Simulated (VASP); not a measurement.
```yaml
crystal:
  lattice:
    - [0.00000, 3.09060, 3.09060]
    - [3.09060, 0.00000, 3.09060]
    - [3.09060, 3.09060, 0.00000]
  atoms:
    - { symbol: In, position: [0.00000, 0.00000, 0.00000] }
    - { symbol: As, position: [0.25000, 0.25000, 0.25000] }
```

The numbers are results of PBE GGA, VASP's PBE PAW potentials (set 64) (plane waves; VASP), not measurements. Settings: 400 eV cut-off, 6×6×6 Γ-centred mesh, Gaussian smearing of 0.050 eV, potentials In_d As.

Unless said otherwise, spin-orbit coupling is left out, though it shifts the bands of the heavy elements here.

Estimate the energy per atom (σ→0), band gap (on the k-mesh) with the smallest direct gap where there is one.

| Property | Result |
|---|---|
| band gap (on the k-mesh) | none (metal, semimetal or under 0.01 eV) |
| energy per atom (σ→0) | -3.851 eV/atom |

The absolute energy has meaning only against runs of the same code, potentials and settings.

The compound is InAs in the zinc blende structure. The cell was not relaxed at this level.
